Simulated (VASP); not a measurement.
Method: PBE GGA, VASP's PBE PAW potentials (set 64) (plane waves; VASP).

VASP input:

File KPOINTS:
```
Automatic mesh
0
Gamma
7 7 9
0 0 0
```

INCAR:
```
SYSTEM = PbO2
PREC = Accurate
ENCUT = 620
EDIFF = 1E-6
NELM = 100
ALGO = Normal
LREAL = .FALSE.
LASPH = .TRUE.
ISMEAR = 1
SIGMA = 0.1
GGA = PE
LMAXMIX = 4
LWAVE = .FALSE.
LCHARG = .FALSE.
IBRION = 2
ISIF = 3
NSW = 40
EDIFFG = -0.02
PSTRESS = 450
```

POSCAR:
```
PbO2
1
    4.5492608250     0.0000000000     0.0000000000
    0.0000000000     4.5492608250     0.0000000000
    0.0000000000     0.0000000000     3.4094389251
Pb O
2 4
Direct
  1.0000000000   1.0000000000   0.0000000000
  0.5000000000   0.5000000000   0.5000000000
  0.3097652341   0.3097652341   0.0000000000
  0.8097652341   0.1902347659   0.5000000000
  0.1902347659   0.8097652341   0.5000000000
  0.6902347659   0.6902347659   0.0000000000
```

POTCAR, in this order: Pb_d O (PBE.64 set). Program: vasp_std.

Unless said otherwise, spin-orbit coupling is left out, though it shifts the bands of the heavy elements here.

Question: Estimate the energy per atom (σ→0), volume per atom, band gap (on the k-mesh).

Answer: 
The energy per atom (σ→0) is -4.968 eV/atom and the band gap (on the k-mesh) is none (metal, semimetal or under 0.01 eV). The volume per atom is 11.80 Å³/atom.

### OSZICAR
```
...
   3 F= -.99237364E+01 E0= -.99238442E+01  d E =-.123079E-02
       N       E                     dE             d eps       ncg     rms          rms(c)
DAV:   1    -0.298101756971E+02    0.92413E-02   -0.71988E-02  3492   0.202E+00    0.666E-02
DAV:   2    -0.298103205821E+02   -0.14489E-03   -0.23552E-03  3953   0.402E-01    0.322E-02
DAV:   3    -0.298102973472E+02    0.23235E-04   -0.81335E-05  4620   0.120E-01    0.117E-02
DAV:   4    -0.298102953311E+02    0.20161E-05   -0.14934E-05  4959   0.594E-02    0.319E-03
DAV:   5    -0.298102959850E+02   -0.65389E-06   -0.16526E-06  2137   0.127E-02
   4 F= -.99238210E+01 E0= -.99239279E+01  d E =-.845856E-04
```

The compound is PbO2 in the rutile structure. This run relaxes it under an external pressure of 45 GPa. Symmetry was kept, so distortions that lower it aren't found.
